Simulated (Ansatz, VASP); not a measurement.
# Cross-check of Ga6As6H13 (GaAs wire along [111], 24 atoms a period, H-terminated) between VASP and Ansatz, part 3 of 3

One calculation is typed for both programs; each brings its own data sets. How far apart do they land? Of the first pair: The structure shown is the start of the Ansatz relaxation below; VASP solves that cell, so the two are compared at the walk's first step.

VASP 6.6.1 and Ansatz 0.2.0.

So far. Step 4 (Side by side): The forces differ by 29 meV/Å r.m.s., which is 8.6 % of the r.m.s. force of 0.343 eV/Å (both taken over all components).

## (6) VASP: single point, PBE, relaxed cell, pair 2

Level of this step: PBE; plane waves and PAW (Ga_d, As, H) (VASP).

The same cell, functional, mesh and smearing now go to VASP, with its own data sets.

Input file INCAR:

```
SYSTEM = Ga6As6H13
PREC = Accurate
ENCUT = 500
EDIFF = 1E-06
NELM = 120
ISMEAR = -1
SIGMA = 0.05
LREAL = Auto
ALGO = Normal
GGA = PE
NBANDS = 160
LORBIT = 11
LWAVE = .FALSE.
LCHARG = .FALSE.
ISIF = 2
LASPH = .TRUE.
GGA_COMPAT = .FALSE.
EFERMI = MIDGAP
KPAR = 4
```

Input file POSCAR:

```
Ga6As6H13
1.0
   15.4790000000      0.0000000000      0.0000000000
    0.0000000000     16.7930000000      0.0000000000
    0.0000000000      0.0000000000      9.9330428798
Ga As H
12 12 26
Direct
    0.2886336586      0.6485691825      0.9852069964
    0.4271073012      0.4409408282      0.9976041286
    0.5530860613      0.6414731163      0.9975854870
    0.4306369806      0.5728339766      0.3483438077
    0.5621370426      0.3585739917      0.3330833966
    0.6976579299      0.5743886320      0.3330767579
    0.2876367611      0.4989978932      0.6498426208
    0.4654075764      0.2555162684      0.6705079240
    0.4282993350      0.7238266538      0.6498404666
    0.5515168202      0.5083960669      0.6666526176
    0.7459702274      0.7036108827      0.6700253875
    0.6967131561      0.4307730255      0.9877647160
    0.3047101109      0.6399428579      0.2370865823
    0.4357794368      0.4376579900      0.2477745245
    0.5603612880      0.6360686215      0.2477738326
    0.6819290193      0.4387078445      0.2395823409
    0.4203519270      0.5782408044      0.5928330973
    0.5552706437      0.3684505009      0.5819698131
    0.6849465403      0.5751754432      0.5819517886
    0.2999594676      0.5099547040      0.9038789095
    0.4323055669      0.3015208715      0.9104901680
    0.4246887750      0.7085372818      0.9038952677
    0.5609247660      0.5033936733      0.9165556803
    0.6866690286      0.7069140105      0.9103399722
    0.5582033916      0.2711340664      0.2783130145
    0.7779985427      0.6209784590      0.2781821974
    0.2228502759      0.6054180728      0.2980759931
    0.2963915041      0.7225648606      0.2980822953
    0.3536085424      0.3971970257      0.2969888633
    0.5575525507      0.7218670909      0.2971404953
    0.7611769569      0.3964045857      0.2958715729
    0.2059254064      0.5473674016      0.6067599766
    0.3038906139      0.4096475783      0.6133643044
    0.3759064973      0.2582361129      0.5989704435
    0.3417274436      0.7646285389      0.6073482148
    0.5253162570      0.1815031785      0.6880630975
    0.5201688987      0.7556970887      0.6126726804
    0.6981383234      0.7734382740      0.5986741424
    0.8454970401      0.6929480034      0.6870016619
    0.6471660568      0.3447729147      0.6192155448
    0.7531015227      0.5136727011      0.6194537075
    0.2038958966      0.6938459803      0.9478749645
    0.6845709182      0.3419880685      0.9436242596
    0.7743487443      0.4845028403      0.9436013615
    0.2233846918      0.4675920004      0.9686740411
    0.3506794285      0.2610663101      0.9617385707
    0.4263306245      0.7908798023      0.9685635532
    0.4939879214      0.2615599029      0.0084949760
    0.6839947786      0.7922497279      0.9617915801
    0.7551238212      0.6774873923      0.0080724017
```

Input file KPOINTS:

```
Automatic mesh
0
Gamma
1 1 9
0 0 0
```

PAW data sets: Ga_d, As and H (PBE family, release 64).

Command:

```sh
$ mpirun -np 8 vasp_std
```

Numbers of over 12 decimals in the logs are rounded to 6 here.

Output:

```text
[banner, memory and clock lines left out]
running    8 mpi-ranks, on    1 nodes
[...]
[... a notice as in an earlier step ...]

 LDA part: xc-table for (Slater+PW92), standard interpolation
 POSCAR, INCAR and KPOINTS ok, starting setup
[...]
entering main loop
       N       E                     dE             d eps       ncg     rms          rms(c)
DAV:   1     0.162749741428E+04    0.16275E+04   -0.92969E+04  1928   0.123E+03
DAV:   2     0.437198252339E+02   -0.15838E+04   -0.15198E+04  2200   0.287E+02
DAV:   3    -0.170005045928E+03   -0.21372E+03   -0.21193E+03  2016   0.113E+02
DAV:   4    -0.186828502963E+03   -0.16823E+02   -0.16779E+02  2192   0.335E+01
[...]
DAV:  24    -0.178695658980E+03   -0.39115E-05   -0.28337E-07  1320   0.190E-03    0.253E-04
DAV:  25    -0.178695660369E+03   -0.13889E-05   -0.15448E-07  1312   0.132E-03    0.122E-04
DAV:  26    -0.178695660866E+03   -0.49734E-06   -0.80236E-08  1360   0.105E-03
   1 F= -.17869566E+03 E0= -.17869566E+03  d E =-.275637E-11
```

Parts of OUTCAR (step 6):

```text
  Total        0.3586575      0.4196864      0.1971066      0.0225032      0.0191351     -0.0286578
  in kB        0.2225548      0.2604246      0.1223089      0.0139637      0.0118738     -0.0177828
  external PRESSURE =       0.2017628 kB  Pullay stress =       0.0000000 kB

 POSITION                                       TOTAL-FORCE (eV/Angst)
 -----------------------------------------------------------------------------------
      4.46776     10.89142      9.78610        -0.039508      0.021585      0.001308
      6.61119      7.40472      9.90924         0.001438     -0.000556      0.004144
      8.56122     10.77226      9.90906         0.000711     -0.000299      0.002661
      6.66583      9.61960      3.46011        -0.002503      0.002994     -0.006806
      8.70132      6.02153      3.30853        -0.001256     -0.033394     -0.011057
     10.79905      9.64571      3.30847         0.029337      0.018487     -0.010383
      4.45233      8.37967      6.45491        -0.015058     -0.002544     -0.010570
      7.20404      4.29088      6.66018        -0.005569     -0.045064     -0.014329
      6.62965     12.15522      6.45489        -0.004020      0.015776     -0.010182
      8.53693      8.53750      6.62189        -0.003613      0.002060     -0.000934
     11.54687     11.81574      6.65539         0.036693      0.023862     -0.014457
     10.78442      7.23397      9.81151         0.019696     -0.009444     -0.018264
      4.71661     10.74656      2.35499         0.072572     -0.039942     -0.065282
      6.74543      7.34959      2.46115         0.055047      0.030944     -0.024797
[...]
-----------------------------------------------------------------------------------
    total drift:                               -0.000051     -0.008090     -0.002981

  FREE ENERGIE OF THE ION-ELECTRON SYSTEM (eV)
  ---------------------------------------------------
  free  energy   TOTEN  =      -178.6956608662 eV

  energy  without entropy=     -178.6956608662  energy(sigma->0) =     -178.69566087

[... 1 part as in an earlier step ...]

[... 2 further parts left out ...]
[key lines of the parts left out:]
E-fermi :  -2.1566
```

## (7) Side by side

What differs besides the data sets and the points named for the pairs above, as far as they apply: the data sets hold 362 valence electrons in Ansatz (on its default PAW (the set named soft_2) files) and 242 in VASP; the cutoff is 420 eV in Ansatz and 500 eV in VASP (PREC = Accurate, projectors in real space). Total energies have different zeros and are not compared.

The two programs side by side:

```tsv
quantity	Ansatz	VASP	difference
pressure (GPa)	0.00	0.02	-0.02
gap on the k mesh (eV)	2.783	2.782	+0.001
```

Forces on 9 of the 50 atoms, those with the largest forces and the largest differences (eV/Å; atoms numbered as in POSCAR):

```tsv
atom	Ansatz x, y, z	VASP x, y, z
As13	0.003, -0.002, -0.004	0.073, -0.040, -0.065
As18	-0.006, 0.006, -0.006	-0.077, 0.025, -0.021
As19	-0.008, 0.002, -0.006	-0.060, 0.053, -0.023
As21	-0.007, -0.016, 0.019	0.010, 0.049, -0.057
As24	0.010, 0.013, 0.019	-0.037, -0.032, -0.063
H31	0.002, -0.001, -0.001	0.068, -0.039, 0.029
H40	0.009, -0.005, 0.004	0.085, -0.026, 0.024
H41	0.009, -0.006, 0.004	0.065, -0.061, 0.024
H47	0.000, 0.001, 0.001	0.001, 0.075, 0.035
```

The forces differ by 34 meV/Å r.m.s., where the r.m.s. force is 0.006 eV/Å in Ansatz and 0.033 eV/Å in VASP: the atoms lie near their places of rest in Ansatz, so a percentage would say little (all taken over all components). A gap on the mesh is an upper bound, since the band edges may lie between its points.

## (8) What came out

| Property | Result |
| --- | --- |
| r.m.s. force difference (single point, PBE, start cell, pair 1) | 8.6 % of the r.m.s. force |
| r.m.s. force difference (single point, PBE, relaxed cell, pair 2) | 34 meV/Å |

What this shows: The r.m.s. force difference is 8.6 % of the r.m.s. force (single point, PBE, start cell, pair 1), beyond the 3 % picked in this series as the mark of a large difference. The data sets hold unlike numbers of valence electrons (362 in Ansatz and 242 in VASP), so part of the differences comes from the potentials. What causes the difference of the single point, PBE, start cell, pair 1 pair stays open here. What causes the difference of the single point, PBE, relaxed cell, pair 2 pair stays open here. How closely two codes agree says nothing of how well the functional describes the real material.

[Lines on the potential files, build, host, timing and source positions are cut from VASP's logs without a mark.]

[Logs are printed without paths, hosts, clocks, repeated set-up lines and the standing remarks that a program may print on its own settings, such as how far it seeks lower states.]

[Hosts, paths, dates, database ids (printed as entryN), source tags and the programs' standing remarks are cut or masked in the printed files.]
